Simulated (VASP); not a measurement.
A VASP calculation is set up with these files.

**INCAR**
```
LMAXMIX  =  4   # l cut-off of mixed one-centre charges
NEDOS  =  601
ALGO  =  Normal
EDIFF  =  1E-7
LEFG  =  .TRUE.
LCHARG  =  .TRUE.
ENCUT  =  520   # plane-wave cut-off (eV)
ISIF  =  2   # forces and stress, cell fixed
NELM  =  100
ISMEAR  =  -5   # tetrahedra, Bloechl
SYSTEM  =  ZnCdO2
PREC  =  Accurate
LREAL  =  .FALSE.
LASPH  =  .TRUE.
GGA  =  PS
LORBIT  =  11   # lm-projected
LWAVE  =  .FALSE.
```

### KPOINTS
```
K-points
0
G
  12 12 6
```

**POSCAR**
```
ZnCdO2
11.2357810
  0.3012484811   0.0000000000   0.0000000000
 -0.1506242405   0.2608888431   0.0000000000
  0.0000000000   0.0000000000   0.4999999877
Zn Cd O
1 1 2
Cartesian
  0.0000000000   0.0000000000   0.4987594124
  0.1506243911   0.0869628608   0.2444257182
  0.1506243911   0.0869628608   0.0487686802
  0.3012484811   0.0000000000   0.3260461616
```

POTCAR, in this order: Zn Cd O (PBE.64 set). Program: vasp_std.

Problem. Write an equivalent input for Quantum ESPRESSO's pw.x.

Solution. One equivalent input (not run):
```
&CONTROL
  calculation = 'scf'
  pseudo_dir = './pseudo'
  outdir = './out'
  tprnfor = .true.
  tstress = .true.
/
&SYSTEM
  ibrav = 0
  nat = 4
  ntyp = 3
  ecutwfc = 102
  occupations = 'tetrahedra'
  input_dft = 'pbesol'
/
&ELECTRONS
  conv_thr = 7.3e-09
  electron_maxstep = 100
/
ATOMIC_SPECIES
  Zn 65.380 Zn.upf
  Cd 112.414 Cd.upf
  O 15.999 O.upf
CELL_PARAMETERS angstrom
     3.3847620    0.0000000   -0.0000000
    -1.6923810    2.9312899    0.0000000
     0.0000000   -0.0000000    5.6178904
ATOMIC_POSITIONS crystal
  Zn   0.0000000  0.0000000  0.9975188
  Cd   0.6666670  0.3333330  0.4888514
  O    0.6666670  0.3333330  0.0975374
  O    1.0000000  0.0000000  0.6520923
K_POINTS automatic
  12 12 6 0 0 0
```
Limits of the translation: the potentials are each code's own (VASP's PAW set, PseudoDojo norm-conserving files in pw.x), so ENCUT and ecutwfc are chosen apart and not converted; conv_thr bounds pw.x's estimated SCF error, while EDIFF bounds the energy change between steps; the field gradients of LEFG aren't asked of the other code.

The structure comes from a computed database's ZnCdO2 entry (P3m1); how it stands against other phases isn't given here. It was relaxed first, which changed the volume by -5 %.
